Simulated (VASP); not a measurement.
Here is the system:

```
AlP
1.0
    0.00000     2.74433     2.74433
    2.74433     0.00000     2.74433
    2.74433     2.74433     0.00000
Al P
1 1
Direct
  0.00000   0.00000   0.00000
  0.25000   0.25000   0.25000
```

Method: optB86b-vdW, VASP's PBE PAW potentials (set 64) (plane waves; VASP). Run with 520 eV cut-off, Gaussian smearing of 0.050 eV, potentials Al P.

Question: Give the energies of bands 2 to 7 at the high-symmetry points, in eV from the valence-band maximum.

Answer: 
```csv
band,Γ,X,U,L,W
2,0.00,-5.24,-4.96,-5.45,-4.86
3,0.00,-2.07,-3.35,-0.75,-3.11
4,0.00,-2.07,-1.70,-0.75,-2.76
5,3.20,1.61,2.46,2.78,4.32
6,4.56,2.49,5.10,4.83,5.89
7,4.56,10.95,8.41,4.83,6.14
```

The gap is indirect, 1.61 eV, from the valence maximum at Γ to the conduction minimum at X.

Measured: gap 2.54 eV (computed value off by -0.93 eV), as given by Wei Chen et al., Physical Review Materials (2018), doi:10.1103/physrevmaterials.2.073803 [zero-point renormalisation of 0.02 eV added back (the table's ZPR column)].

The compound is AlP in the zinc blende structure. It was relaxed first.
